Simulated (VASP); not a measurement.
Crystal: Ti2BN.

```xyz
4
Lattice="4.4312 0.0000 0.0000 -2.2156 3.8375 0.0000 0.0000 0.0000 2.8548" Properties=species:S:1:pos:R:3 pbc="T T T"
Ti    0.0000    2.5584    0.0262
Ti    2.2156    1.2792    2.8286
B     0.0000    0.0000    0.0000
N     0.0000    0.0000    1.4274
```

The cell was built by a generator and needn't be a form met in nature.

| Quantity | Value |
| --- | --- |
| Program | VASP 6.6.1 |
| Task | relaxation of cell and atoms |
| Functional | PBE |
| Potentials or basis | VASP PAW PBE potentials, release 64 (Ti_sv, B, N) |
| Cutoff | 520 eV |
| k mesh | 4 × 4 × 5 |
| Occupations | gaussian, width 0.15 eV |
| Spin | no spin polarisation |

At the start: pressure 0.3 GPa; volume 12.14 Å³/atom.

Problem. How do energy, volume and symmetry change on relaxing?

Solution. Over 4 steps the energy falls by 15.9 meV/atom and the volume is 12.59 Å³/atom (+3.7 %); space group P-3m1 (No. 164, to 0.05 Å).

Step by step:
| step | energy change (eV) | largest force (eV/Å) | pressure (GPa) | volume (Å³) |
| --- | --- | --- | --- | --- |
| 1 | 0.0000 | 0.0310 | 0.25 | 48.55 |
| 2 | -0.0456 | 0.0117 | 2.70 | 48.66 |
| 3 | -0.0469 | 0.0119 | 2.94 | 48.67 |
| 4 | -0.0635 | 0.0350 | 0.05 | 50.36 |

Final structure:
```
Ti B N
1.0
     4.56984    0.00000    0.00000
    -2.28492    3.95760    0.00000
     0.00000    0.00000    2.78451
Ti B N
2 1 1
Direct
  0.33333 0.66667 0.01021
  0.66667 0.33333 0.98979
  0.00000 0.00000 0.00000
  0.00000 0.00000 0.50000
```

Caveat: the k mesh is coarse (spacing up to 0.44 Å⁻¹), so the values aren't converged.
